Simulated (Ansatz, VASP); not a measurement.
# PtS2 in two plane-wave programs, part 2 of 2

Aim: how closely do two programs agree when they are given the same cell, functional and k mesh? The cell is taken from a series of runs on this material, whose earlier steps may have relaxed, scaled, displaced or heated it; both programs get it as it stands.

VASP 6.6.1 and Ansatz 0.2.0.

So far: The starting structure; VASP: single point, PBEsol; Ansatz: single point, PBEsol; Side by side; VASP: single point, r2SCAN.

## (6) Ansatz: single point, r2SCAN

Level of this step: Ansatz beside VASP: Kohn-Sham DFT, plane waves, r2SCAN (Ansatz).

The same cell, functional and mesh now go to Ansatz, which takes its cutoff from its data sets.

The cell is taken from a series of runs on this material, whose earlier steps may have relaxed, scaled, displaced or heated it; both programs get it as it stands.

Contents of input.yaml:

```yaml
crystal:
  lattice:
    - [3.5379929514, 0.0, 0.0]
    - [-1.7689964757, 3.0639917743, 0.0]
    - [0.0, 0.0, 28.1]
  atoms:
    - { symbol: Pt, position: [0.0, 0.0, 0.5] }
    - { symbol: S, position: [0.3333333333, 0.6666666667, 0.5432342629] }
    - { symbol: S, position: [0.6666666667, 0.3333333333, 0.4567657371] }
  periodic: [true, true, false]
kpoints:
  mp_grid: { grid: [9, 9, 1] }
  band_path:
    path:
      - [0.0, 0.0, 0.0]
      - [0.5, 0.0, 0.0]
      - [0.3333333333, 0.3333333333, 0.0]
      - [0.1666666667, 0.1666666667, 0.0]
      - [0.25, 0.0, 0.0]
      - [0.2, 0.0, 0.0]
    npoints: 1
hamiltonian:
  xc: r2scan
  pseudopotentials: { kind: paw, azcp: { folder: soft_1 } }
scf:
  occupations: { method: fixed }
  n_extra_bands: 5
output:
  eigenvalues: true
  forces: true
  stress: true
  write_density: true
  write_potential: true
  elf: true
  volumetric_format: npy
```

Started as:

```
$ ansatz run input.yaml --threads 8 --pin off --max-ram 17510MiB --backend cpu --events-out ev --progress --plain --runs-dir out
```

Numbers of over 12 decimals in the logs are rounded to 6 here.

Output:

```text
[...]
Crystal: 3 atoms, lattice volume = 304.615 Å³
Basis set: ecut = 500 eV, 7819 PW (Γ), exchange–correlation on 108×108×864 points (64 copies of the dense FFT grid, shifted against one another)
Bands: 20, of which v1, the nominal top of the filled ones, is band 15 counted from 1 (14 counted from 0)
Symmetry: 12 space group operations
[...]
k-points: 12 of 81
[...]
k-point 1: bands = [... 11 lower, -8.0700, -7.0906, -6.8649, -6.6859, -3.7792, -3.2785, -0.0696 (-0.0766°), 0.0753, ... 1 higher]
  k-point 2: bands = [... 11 lower, -8.6914, -6.9844, -6.8994, -6.7671, -4.5785, -3.5264, 0.3472 (0.3463°), 0.6725, ... 1 higher]
  k-point 11: bands = [... 11 lower, -9.3709, -9.0040, -7.4357, -7.4357, -4.2021, -4.2021, 0.8600, 3.0982, ... 1 higher]
  ° read free of the cell's end (the report's vacuum.weakly_bound_levels)
[key lines of the parts left out:]
SCF converged after 8 iterations
Free energy (F): -14351.174168 eV
Fermi energy:    -6.685892 eV
P = ½ c Tr σ = 1.0016 N/m
```

## (7) Differences

What differs besides the data sets and the points named for the pairs above, as far as they apply: VASP keeps PBE cores, Ansatz makes them for the functional; fixed occupations in Ansatz, narrow Gaussian smearing in VASP; the data sets hold 30 valence electrons in Ansatz (on its PAW soft_1 files) and 22 in VASP; the cutoff is 500 eV in Ansatz and 440 eV in VASP. Total energies have different zeros and are not compared.

Compared:

```
              quantity  Ansatz   VASP  difference
gap on the k mesh (eV)   2.107  2.095      +0.012
```

Forces (eV/Å; atoms numbered as in POSCAR):

```
atom        Ansatz x, y, z          VASP x, y, z
 Pt1   0.000, 0.000, 0.000   0.000, 0.000, 0.000
  S2   0.000, 0.000, 0.345   0.000, 0.000, 0.353
  S3  0.000, 0.000, -0.345  0.000, 0.000, -0.353
```

The forces differ by 4.1 meV/Å r.m.s., which is 2.4 % of the r.m.s. force of 0.167 eV/Å (both taken over all components). A gap on the mesh is an upper bound, since the band edges may lie between its points; neither run holds spin-orbit coupling, which can move the band edges of a compound of Pt. VASP's last cycles still show a density residual of 8e-03, so its state may not be settled. Where the cell holds vacuum, a pressure given here is an average over it and none of the material.

## (8) VASP: single point, PBEsol, spin-orbit coupling

A single point takes one fixed geometry, so differences don't come from the geometry; what else differs is listed under the comparison.

Contents of INCAR:

```
SYSTEM = PtS2
PREC = Accurate
ENCUT = 400
EDIFF = 1E-06
NELM = 200
ISMEAR = 0
SIGMA = 0.01
LREAL = .FALSE.
ALGO = Normal
GGA = PS
LNONCOLLINEAR = .TRUE.
MAGMOM = 0 0 0 0 0 0 0 0 0
NBANDS = 34
GGA_COMPAT = .FALSE.
LASPH = .TRUE.
LSORBIT = .TRUE.
LMAXMIX = 4
LORBIT = 11
LWAVE = .FALSE.
LCHARG = .FALSE.
ISIF = 2
LDIPOL = .TRUE.
IDIPOL = 3
DIPOL = 0.5 0.5 0.5
LVHAR = .TRUE.
EFERMI = MIDGAP
NELMDL = -8
KPAR = 2
```

Contents of POSCAR:

```
PtS2
1.0
    3.5379929514      0.0000000000      0.0000000000
   -1.7689964757      3.0639917743      0.0000000000
    0.0000000000      0.0000000000     28.1000000000
Pt S
1 2
Direct
    0.0000000000      0.0000000000      0.5000000000
    0.3333333333      0.6666666667      0.5432342629
    0.6666666667      0.3333333333      0.4567657371
```

Contents of KPOINTS:

```
Automatic mesh
0
Gamma
9 9 1
0 0 0
```

PAW data sets: Pt and S (PBE family, release 64).

Started as:

```
$ mpirun -np 2 vasp_ncl
```

Output:

```text
[banner, memory and clock lines left out]
running    2 mpi-ranks, on    1 nodes
[...]
[... a notice as in an earlier step ...]

 LDA part: xc-table for (Slater+PW92), standard interpolation
 POSCAR, INCAR and KPOINTS ok, starting setup
[...]
entering main loop
       N       E                     dE             d eps       ncg     rms          rms(c)
DAV:   1     0.166717677233E+03    0.16672E+03   -0.61434E+03   848   0.755E+02
DAV:   2     0.509728069239E+01   -0.16162E+03   -0.14776E+03  1270   0.166E+02
DAV:   3    -0.181950751291E+02   -0.23292E+02   -0.22974E+02  1108   0.731E+01
DAV:   4    -0.187393852993E+02   -0.54431E+00   -0.54183E+00  1038   0.131E+01
[...]
DAV:  17    -0.173242932591E+02   -0.26279E-05   -0.43782E-06   988   0.137E-02    0.420E-03
DAV:  18    -0.173242946536E+02   -0.13946E-05   -0.44841E-07   668   0.518E-03    0.245E-03
DAV:  19    -0.173242954175E+02   -0.76388E-06   -0.97391E-08   698   0.232E-03
   1 F= -.17324295E+02 E0= -.17324295E+02  d E =0.000000E+00  mag=    -0.0000    -0.0000    -0.0000
```

Parts of OUTCAR (step 8):

```text
  Total       -0.1058108     -0.1058108      0.0401899     -0.0000000      0.0000000      0.0000000
  in kB       -0.5565316     -0.5565316      0.2113861     -0.0000000      0.0000000      0.0000000
  external PRESSURE =      -0.3005590 kB  Pullay stress =       0.0000000 kB

 POSITION                                       TOTAL-FORCE (eV/Angst)
 -----------------------------------------------------------------------------------
      0.00000      0.00000     14.05000        -0.000000      0.000000      0.000000
     -0.00000      2.04266     15.26488         0.000000     -0.000000      0.025188
      1.76900      1.02133     12.83512        -0.000000      0.000000     -0.025188
 -----------------------------------------------------------------------------------
    total drift:                                0.000000      0.000000      0.000000

  FREE ENERGIE OF THE ION-ELECTRON SYSTEM (eV)
  ---------------------------------------------------
  free  energy   TOTEN  =       -17.3242954175 eV

  energy  without entropy=      -17.3242954175  energy(sigma->0) =      -17.32429542

 magnetization (x)
# of ion       s       p       d       tot
------------------------------------------
    1        0.000  -0.000   0.000  -0.000
    2        0.000   0.000   0.000   0.000
    3        0.000   0.000   0.000   0.000
--------------------------------------------------
tot          0.000   0.000   0.000   0.000

 magnetization (y)
# of ion       s       p       d       tot
------------------------------------------
    1        0.000   0.000   0.000   0.000
    2        0.000   0.000   0.000   0.000
    3        0.000   0.000   0.000   0.000
--------------------------------------------------
tot          0.000   0.000   0.000   0.000

 magnetization (z)
# of ion       s       p       d       tot
------------------------------------------
    1        0.000   0.000   0.000   0.000
    2        0.000   0.000   0.000   0.000
    3        0.000   0.000   0.000   0.000
--------------------------------------------------
tot          0.000   0.000   0.000   0.000

[... 1 part as in an earlier step ...]

[... 2 further parts left out ...]
[key lines of the parts left out:]
E-fermi :  -3.2188
```

## (9) Ansatz: single point, PBEsol, spin-orbit coupling

The same cell, functional and mesh now go to Ansatz, which takes its cutoff from its data sets.

The cell is taken from a series of runs on this material, whose earlier steps may have relaxed, scaled, displaced or heated it; both programs get it as it stands.

Contents of input.yaml:

```yaml
crystal:
  lattice:
    - [3.5379929514, 0.0, 0.0]
    - [-1.7689964757, 3.0639917743, 0.0]
    - [0.0, 0.0, 28.1]
  atoms:
    - { symbol: Pt, position: [0.0, 0.0, 0.5] }
    - { symbol: S, position: [0.3333333333, 0.6666666667, 0.5432342629] }
    - { symbol: S, position: [0.6666666667, 0.3333333333, 0.4567657371] }
  periodic: [true, true, false]
kpoints:
  mp_grid: { grid: [9, 9, 1] }
  band_path:
    path:
      - [0, 0, 0]
      - [0.5, 0, 0]
      - [0.3333333333333, 0.3333333333333, 0]
      - [0, 0, 0]
    npoints: 10
hamiltonian:
  xc: pbesol
  pseudopotentials: { kind: paw_fr, azcp: { folder: soft_1 }, xc_functional: pbe }
scf:
  occupations: { method: fixed }
  n_extra_bands: 10
magnetization:
  noncollinear: true
  spin_orbit: true
output:
  eigenvalues: true
  forces: true
  stress: true
```

Started as:

```
$ ansatz run input.yaml --threads 8 --pin off --max-ram 17510MiB --backend cpu --events-out ev --progress --plain --runs-dir out
```

Output:

```text
[...]
non-collinear run that drives no moment, with spin-orbit: no starting moment large enough to seed its density (crystal.atoms[].spin), no starting occupations that ask for one, no magnetisation constraint and no magnetic field, so the semilocal B_xc is pinned to zero
Crystal: 3 atoms, lattice volume = 304.615 Å³
[...]
k-point 1: bands = [... 26 lower, -6.6499, -6.6499, -6.3371, -6.3371, -3.7860, -3.7860, -3.2111, -3.2111, ... 6 higher]
  k-point 2: bands = [... 26 lower, -6.5677, -6.5677, -6.3656, -6.3656, -4.5412, -4.5412, -3.4793, -3.4793, ... 6 higher]
  k-point 11: bands = [... 26 lower, -7.1699, -7.1699, -7.0000, -7.0000, -4.1930, -4.1930, -4.1016, -4.1016, ... 6 higher]
  ° read free of the cell's end (the report's vacuum.weakly_bound_levels)
[key lines of the parts left out:]
SCF converged after 9 iterations
Magnetization: |M| = 0.0000 μB,  M = (+0.0000, +0.0000, +0.0000) μB
Free energy (F): -14190.411770 eV
Fermi energy:    -6.309737 eV
P = ½ c Tr σ = -0.0376 N/m
```

## (10) Side by side

What differs besides the data sets and the points named for the pairs above, as far as they apply: spin-orbit coupling enters by fully relativistic files in Ansatz and inside the spheres in VASP; the data sets hold 30 valence electrons in Ansatz (on its PAW fully relativistic soft_1 files) and 22 in VASP. Total energies have different zeros and are not compared.

Both answers:

```
              quantity  Ansatz   VASP  difference
gap on the k mesh (eV)   1.769  1.772      -0.003
```

The largest component of a force difference here is 8 meV/Å. A gap on the mesh is an upper bound, since the band edges may lie between its points. Where the cell holds vacuum, a pressure given here is an average over it and none of the material.

## (11) Results

```
difference in gap on the k mesh (single point, PBEsol)                      : -0.0049 eV
r.m.s. force difference (single point, PBEsol)                              : 10 meV/Å
r.m.s. force difference (single point, r2SCAN)                              : 4.1 meV/Å
difference in gap on the k mesh (single point, PBEsol, spin-orbit coupling) : -0.0029 eV
```

The r.m.s. force difference is 10 meV/Å (single point, PBEsol), within the 12 meV/Å picked in this series as the mark of a large difference. The data sets hold unlike numbers of valence electrons (30 in Ansatz and 22 in VASP), so part of the differences may come from the potentials. How closely two codes agree says nothing of how well the functional describes the real material.

[Lines on the potential files, build, host, timing and source positions are cut from VASP's logs without a mark.]

[Logs are printed without paths, hosts, clocks, repeated set-up lines and the standing remarks that a program may print on its own settings, such as how far it seeks lower states.]

[Hosts, paths, dates, database ids (printed as entryN), source tags and the programs' standing remarks are cut or masked in the printed files.]
